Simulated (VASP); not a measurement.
Calculation: PBEsol GGA, VASP's PBE PAW potentials (set 64) (plane waves; VASP).

The input files of a VASP run:

**KPOINTS**
```
Automatic
0
gamma
 8 8 2
```

**POSCAR**
```
MoS2
1
    1.5700287942    -2.7193693702     0.0000000000
    1.5700287942     2.7193693702    -0.0000000000
   -0.0000000000    -0.0000000000    12.5165741097
Mo S
2 4
Direct
  0.3333330000   0.6666670000   0.2500000000
  0.6666670000   0.3333330000   0.7500000000
  0.3333330000   0.6666670000   0.8746042957
  0.6666670000   0.3333330000   0.3746042957
  0.6666670000   0.3333330000   0.1253957043
  0.3333330000   0.6666670000   0.6253957043
```

**INCAR**
```
! general
SYSTEM =MoS2
PREC   =Accurate
ENCUT  =500
LREAL  =.FALSE.
LASPH  =.TRUE.

! electronic loop
EDIFF  =1E-6
NELM   =100
ALGO   =Normal
LMAXMIX=4

! smearing
ISMEAR =0
SIGMA  =0.05

! functional
GGA    =PS

! ions
IBRION =2
NSW    =40
ISIF   =3
EDIFFG =-0.02

! output
LWAVE  =.FALSE.
LCHARG =.FALSE.
```

POTCAR, in this order: Mo_sv S (PBE.64 set). Program: vasp_std.

Output of the run:

File OSZICAR:
```
       N       E                     dE             d eps       ncg     rms          rms(c)
DAV:   1     0.449876973175E+03    0.44988E+03   -0.29102E+04  1384   0.155E+03
DAV:   2    -0.235355035163E+02   -0.47341E+03   -0.46250E+03  1542   0.398E+02
DAV:   3    -0.492216606060E+02   -0.25686E+02   -0.25542E+02  1619   0.806E+01
DAV:   4    -0.497749184911E+02   -0.55326E+00   -0.55217E+00  1511   0.120E+01
DAV:   5    -0.497898494243E+02   -0.14931E-01   -0.14927E-01  1651   0.186E+00    0.371E+01
DAV:   6    -0.476020627451E+02    0.21878E+01   -0.20517E+01  1393   0.245E+01    0.130E+01
DAV:   7    -0.472361393707E+02    0.36592E+00   -0.91281E+00  1388   0.151E+01    0.854E+00
DAV:   8    -0.469032702955E+02    0.33287E+00   -0.15148E+00  1583   0.681E+00    0.296E+00
DAV:   9    -0.469124429643E+02   -0.91727E-02   -0.16041E-01  1674   0.188E+00    0.133E+00
DAV:  10    -0.469044112264E+02    0.80317E-02   -0.61561E-02  1485   0.139E+00    0.308E-01
DAV:  11    -0.469043478149E+02    0.63412E-04   -0.27653E-03  1551   0.296E-01    0.162E-01
DAV:  12    -0.469042981043E+02    0.49711E-04   -0.25846E-04  1521   0.845E-02    0.825E-02
DAV:  13    -0.469042958805E+02    0.22237E-05   -0.23270E-04  1656   0.775E-02    0.203E-02
DAV:  14    -0.469042949644E+02    0.91620E-06   -0.27382E-05  1495   0.299E-02    0.201E-02
DAV:  15    -0.469042953523E+02   -0.38790E-06   -0.26348E-06  1260   0.923E-03
   1 F= -.46904295E+02 E0= -.46904295E+02  d E =-.469043E+02
```

### OUTCAR
```
------------------------ aborting loop because EDIFF is reached ----------------------------------------
  FORCE on cell =-STRESS in cart. coord.  units (eV):
  Direction    XX          YY          ZZ          XY          YZ          ZX
  --------------------------------------------------------------------------------------
  Total        0.0790680      0.0790680      0.0112098      0.0000000     -0.0000000      0.0000000
  in kB        1.1852776      1.1852774      0.1680417      0.0000000     -0.0000000      0.0000000
  external PRESSURE =       0.8461989 kB  Pullay stress =       0.0000000 kB
  volume of cell :      106.88
      direct lattice vectors                 reciprocal lattice vectors
     1.570028794 -2.719369370  0.000000000     0.318465497 -0.183866159  0.000000000
     1.570028794  2.719369370  0.000000000     0.318465497  0.183866159  0.000000000
     0.000000000  0.000000000 12.516574110     0.000000000  0.000000000  0.079894066
 POSITION                                       TOTAL-FORCE (eV/Angst)
 -----------------------------------------------------------------------------------
      1.57003      0.90646      3.12914        -0.000000     -0.000000      0.000000
      1.57003     -0.90646      9.38743         0.000000      0.000000      0.000000
      1.57003      0.90646     10.94705        -0.000000     -0.000000     -0.004694
      1.57003     -0.90646      4.68876         0.000000      0.000000     -0.004694
      1.57003     -0.90646      1.56952         0.000000      0.000000      0.004694
      1.57003      0.90646      7.82781        -0.000000     -0.000000      0.004694
 -----------------------------------------------------------------------------------
    total drift:                                0.000000      0.001599     -0.000028
  FREE ENERGIE OF THE ION-ELECTRON SYSTEM (eV)
  ---------------------------------------------------
  free  energy   TOTEN  =       -46.9042953523 eV

  energy  without entropy=      -46.9042953523  energy(sigma->0) =      -46.90429535

 reached required accuracy - stopping structural energy minimisation
```
(Selected blocks of OUTCAR.)

Without a dispersion term in the relaxation, distances and binding between the weakly bound layers, chains or molecules are unreliable, and so is what depends on them.

The compound is MoS2 in the 2H layered structure. It was relaxed first.
